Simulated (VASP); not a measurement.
# GaGe (F-43m) in VASP: further runs

One crystal, GaGe, is run at these levels: r2SCAN; tasks: single point.

Everything below comes from runs of VASP 6.6.1. Logs are shortened: lines on timing, memory, paths and dates and some standing lists are left out, and cuts for length are marked.

## (1) The crystal as given

The structure is cubic, space group F-43m (No. 216). The conventional cell has a = 5.796 Å, b = 5.796 Å, c = 5.796 Å, α = 90.00°, β = 90.00°, γ = 90.00°. Ge (site symmetry -43m) has 4 Ga at 2.51 Å as nearest neighbours. Around Ga (site symmetry -43m) lie 4 Ge at 2.51 Å.

The cell comes from a database or a generator and needn't be the stable form of this composition.

## (2) Single point, r2SCAN

INCAR reads:

```
PREC     = Accurate       # precision mode
ENCUT    = 300            # plane-wave cutoff, eV
EDIFF    = 1E-6           # SCF threshold, eV
ISMEAR   = 0              # smearing method
SIGMA    = 0.05           # smearing width, eV
LREAL    = F              # projectors in reciprocal space
LASPH    = T              # aspherical terms in the spheres
NELM     = 100            # most SCF steps
ALGO     = Normal         # electronic algorithm
ISIF     = 2              # what is computed and relaxed
LWAVE    = F              # write WAVECAR
LCHARG   = F              # write CHGCAR
METAGGA  = R2SCAN         # meta-GGA
LMIXTAU  = T            
ADDGRID  = F
```

KPOINTS reads:

```
Automatic mesh
0
Gamma
  4 4 4
```

POSCAR reads:

```
GaGe
1.0
    0.0000000000      2.8978440000      2.8978440000
    2.8978440000      0.0000000000      2.8978440000
    2.8978440000      2.8978440000      0.0000000000
Ge Ga
1 1
Direct
    0.0000000000      0.0000000000      0.0000000000
    0.2500000000      0.2500000000      0.2500000000
```

Potentials or basis: VASP PAW PBE potentials, release 64 (Ge, Ga).

Run with:

```bash
cat potpaw_PBE.64/Ge/POTCAR potpaw_PBE.64/Ga/POTCAR > POTCAR
mpirun -np 1 vasp_std > vasp.out
```

OUTCAR:

```text
PREC = Accurate
   ENCUT = 300
   EDIFF = 1E-6
   ISMEAR = 0
   LREAL = F
   LASPH = T
   NELM = 100
   ISIF = 2
   METAGGA = R2SCAN

 Found      8 irreducible k-points:

 Following reciprocal coordinates:
            Coordinates               Weight
  0.000000  0.000000  0.000000      1.000000
  0.250000  0.000000  0.000000      8.000000
  0.500000  0.000000  0.000000      4.000000
  0.250000  0.250000  0.000000      6.000000
  0.500000  0.250000  0.000000     24.000000
 -0.250000  0.250000  0.000000     12.000000
   k-points           NKPTS =      8   k-points in BZ     NKDIM =      8   number of bands    NBANDS=      7
   number of dos      NEDOS =    301   number of ions     NIONS =      2
   total plane-waves  NPLWV =  13824
   dimension x,y,z NGX =    24 NGY =   24 NGZ =   24
   dimension x,y,z NGXF=    48 NGYF=   48 NGZF=   48
   ions per type =               1   1
   NGX,Y,Z   is equivalent  to a cutoff of   9.74,  9.74,  9.74 a.u.
   NGXF,Y,Z  is equivalent  to a cutoff of  19.47, 19.47, 19.47 a.u.
 SYSTEM =  unknown system
   PREC   = accura    normal or accurate (medium, high low for compatibility)
   ISTART =      0    job   : 0-new  1-cont  2-samecut
   ICHARG =      2    charge: 1-file 2-atom 10-const
   ISPIN  =      1    spin polarized calculation?
   LNONCOLLINEAR =      F non collinear calculations
   LSORBIT =      F    spin-orbit coupling
   LASPH  =      T    aspherical Exc in radial PAW
   ENCUT  =  300.0 eV  22.05 Ry    4.70 a.u.   5.79  5.79  5.79*2*pi/ulx,y,z
   NELM   =    100;   NELMIN=  2; NELMDL= -5     # of ELM steps
   EDIFF  = 0.1E-05   stopping-criterion for ELM
   LREAL  =      F    real-space projection
   EDIFFG = 0.1E-04   stopping-criterion for IOM
   NSW    =      0    number of steps for IOM
   IBRION =     -1    ionic relax: 0-MD 1-quasi-New 2-CG
   NFREE  =      0    steps in history (QN), initial steepest desc. (CG)
   ISIF   =      2    stress and relaxation
   ISYM   =      2    0-nonsym 1-usesym 2-fastsym
   POTIM  = 0.5000    time-step for ionic-motion
   TEBEG  =    0.0;   TEEND  =   0.0 temperature during run
   PSTRESS=    0.0 pullay stress
   NELECT =       7.0000    total number of electrons
   NUPDOWN=      -1.0000    fix difference up-down
   EMIN   =  10.00;   EMAX   =-10.00  energy-range for DOS
   EFERMI =   0.00;   METHOD = LEGACY
   ISMEAR =     0;   SIGMA  =   0.05  broadening in eV -4-tet -1-fermi 0-gaus
   EFERMI_NEDOS =   21; number of points for ismear=-14 and -15
   IALGO  =     38    algorithm
   IMIX   =      4    mixing-type and parameters
     AMIX     =   0.40;   BMIX     =  1.00
     AMIX_MAG =   1.60;   BMIX_MAG =  1.00
  volume/ion in A,a.u.               =      24.33       164.22
  Fermi-wavevector in a.u.,A,eV,Ry     =   0.857740  1.620894 10.010058  0.735719
  Thomas-Fermi vector in A             =   1.974840
   LORBIT       =      0    0 simple, 1 ext, 2 COOP (PROOUT), +10 PAW based schemes
   METAGGA = R2SCAN    functional components
   LHFCALC =     F    Hartree Fock is set to
   AEXX    =    0.0000 exact exchange contribution
   IVDW    =     0    specifies the selected vdW correction
   LEPSILON=     F    determine dielectric tensor
   LRPA    =     F    only Hartree local field effects (RPA)
 non-spin polarized calculation
 Gauss-broadening in eV      SIGMA  =   0.05
  energy-cutoff  :      300.00
  volume of cell :       48.67
 maximum number of plane-waves:       588
   NGX = 11   NGY = 11   NGZ = 11

 number of electron       7.0000000 magnetization

 Free energy of the ion-electron system (eV)
  ---------------------------------------------------
  ext. energy  EPLUGINS =         0.00000000
  ---------------------------------------------------
  free energy    TOTEN  =       -24.93349714 eV

  energy without entropy =      -24.92821066  energy(sigma->0) =      -24.93085390

 E-fermi :   1.4625     XC(G=0):  -9.1409

 val. band max:        1.4553189000   @ k =  -0.2500   0.2500   0.0000
 cond. band min:       1.5561614242   @ k =   0.5000   0.0000   0.0000
 fundamental gap:      0.1008425243
 Fermi energy:         1.4625148519

 k-point     1 :       0.0000    0.0000    0.0000
  band No.  band energies     occupation
      1      -9.7899      2.00000
      2       2.9286      0.00000
      3       2.9286      0.00000
      4       2.9286      0.00000
      5       3.7853      0.00000
      6       5.8066      0.00000
      7       5.8066      0.00000

 k-point     2 :       0.2500    0.0000    0.0000
  band No.  band energies     occupation
      1      -9.0619      2.00000
      2      -1.5158      2.00000
      3       2.0780      0.00000
      4       2.0780      0.00000
      5       4.1040      0.00000
      6       6.8236      0.00000
      7       6.8236      0.00000

 k-point     3 :       0.5000    0.0000    0.0000
  band No.  band energies     occupation
      1      -7.7856      2.00000
      2      -4.3604      2.00000
      3       1.5562      0.00808
      4       1.5562      0.00808
      5       3.6266      0.00000
      6       6.8488      0.00000
      7       6.8488      0.00000

 k-point     4 :       0.2500    0.2500    0.0000
  band No.  band energies     occupation
      1      -8.8019      2.00000
      2      -1.3801      2.00000
      3       0.9107      2.00000
      4       0.9107      2.00000
      5       4.1836      0.00000
      6       5.9254      0.00000
      7       9.0730      0.00000

 k-point     5 :       0.5000    0.2500    0.0000
  band No.  band energies     occupation
      1      -7.4212      2.00000
      2      -3.9862      2.00000
      3      -0.7631      2.00000
      4       0.5408      2.00000
      5       4.5626      0.00000
      6       7.3641      0.00000
      7       8.6240      0.00000

 k-point     6 :      -0.2500    0.2500    0.0000
  band No.  band energies     occupation
      1      -7.9694      2.00000
      2      -3.1932      2.00000
      3      -0.9225      2.00000
      4       1.4553      1.16128
      5       5.2210      0.00000
      6       7.9727      0.00000
      7       8.2525      0.00000

 [... further k-points ...]

------------------------ aborting loop because EDIFF is reached ----------------------------------------

  FORCE on cell =-STRESS in cart. coord.  units (eV):
  Direction    XX          YY          ZZ          XY          YZ          ZX
  --------------------------------------------------------------------------------------
  -------------------------------------------------------------------------------------
  Total       -0.8096750     -0.8096750     -0.8096750      0.0000000      0.0000000      0.0000000
  in kB      -26.6542412    -26.6542412    -26.6542412      0.0000000      0.0000000      0.0000000
  external PRESSURE =     -26.6542412 kB  Pullay stress =       0.0000000 kB

 VOLUME and BASIS-vectors are now :
 -----------------------------------------------------------------------------
  energy-cutoff  :      300.00
  volume of cell :       48.67
      direct lattice vectors                 reciprocal lattice vectors
     0.000000000  2.897844000  2.897844000    -0.172542069  0.172542069  0.172542069
     2.897844000  0.000000000  2.897844000     0.172542069 -0.172542069  0.172542069
     2.897844000  2.897844000  0.000000000     0.172542069  0.172542069 -0.172542069

 POSITION                                       TOTAL-FORCE (eV/Angst)
 -----------------------------------------------------------------------------------
      0.00000      0.00000      0.00000        -0.000000     -0.000000     -0.000000
      1.44892      1.44892      1.44892         0.000000      0.000000      0.000000
 -----------------------------------------------------------------------------------
    total drift:                               -0.000000     -0.000000     -0.000000

  FREE ENERGIE OF THE ION-ELECTRON SYSTEM (eV)
  ---------------------------------------------------
  free  energy   TOTEN  =       -24.9334971385 eV

  energy  without entropy=      -24.9282106552  energy(sigma->0) =      -24.93085390
```

Wall time 24 s (1 thread of AMD EPYC 7R43 (Zen 3), shared host); peak memory 0.1 GiB.

These settings aren't checked as converged: the numbers below hold their error.

What came out:

```yaml
Free_energy: -24.9335 eV
Pressure: -2.7 GPa
Band_gap_on_the_k_mesh: none (metal or under the smearing width)
```

Caveat: the k mesh is coarse (spacing up to 0.47 Å⁻¹), so the values aren't converged; the PAW data sets were made with another functional, which shifts forces and pressure a little.

## (3) Single point, r2SCAN

INCAR, as its differences from that of step 2:

```diff
@@ -1,3 +1,3 @@
 PREC     = Accurate       # precision mode
-ENCUT    = 300            # plane-wave cutoff, eV
+ENCUT    = 550            # plane-wave cutoff, eV
 EDIFF    = 1E-6           # SCF threshold, eV
```

KPOINTS reads:

```
Automatic mesh
0
Gamma
  3 3 3
```

POSCAR is that of step 2.

Potentials or basis: VASP PAW PBE potentials, release 64 (Ge, Ga).

Run with:

```bash
cat potpaw_PBE.64/Ge/POTCAR potpaw_PBE.64/Ga/POTCAR > POTCAR
mpirun -np 1 vasp_std > vasp.out
```

Wall time 29 s (1 thread of AMD EPYC 7R43 (Zen 3), shared host); peak memory 0.15 GiB.

The run converged, but some of its settings lie outside the range that counts as converged, so its numbers aren't taken as properties of the crystal.

Results:

```
Free energy            : -24.5977 eV
Pressure               : -2.3 GPa
Band gap on the k mesh : none (metal or under the smearing width)
```

Caveat: the k mesh is coarse (spacing up to 0.63 Å⁻¹), so the values aren't converged; the PAW data sets were made with another functional, which shifts forces and pressure a little.

## (4) Single point, r2SCAN

INCAR, as its differences from that of step 3:

```diff
@@ -1,3 +1,3 @@
 PREC     = Accurate       # precision mode
-ENCUT    = 550            # plane-wave cutoff, eV
+ENCUT    = 350            # plane-wave cutoff, eV
 EDIFF    = 1E-6           # SCF threshold, eV
```

KPOINTS reads:

```
Automatic mesh
0
Gamma
  4 4 4
```

POSCAR is that of step 3.

Run with:

```bash
cat potpaw_PBE.64/Ge/POTCAR potpaw_PBE.64/Ga/POTCAR > POTCAR
mpirun -np 1 vasp_std > vasp.out
```

Run time: 37 s. Hardware: 1 thread of AMD EPYC 7R43 (Zen 3), shared host; peak memory 0.11 GiB.

The run converged, but some of its settings lie outside the range that counts as converged, so its numbers aren't taken as properties of the crystal.

What came out:

```yaml
Free_energy: -24.9346 eV
Pressure: -2.7 GPa
Band_gap_on_the_k_mesh: none (metal or under the smearing width)
```

Caveat: the k mesh is coarse (spacing up to 0.47 Å⁻¹), so the values aren't converged; the PAW data sets were made with another functional, which shifts forces and pressure a little.
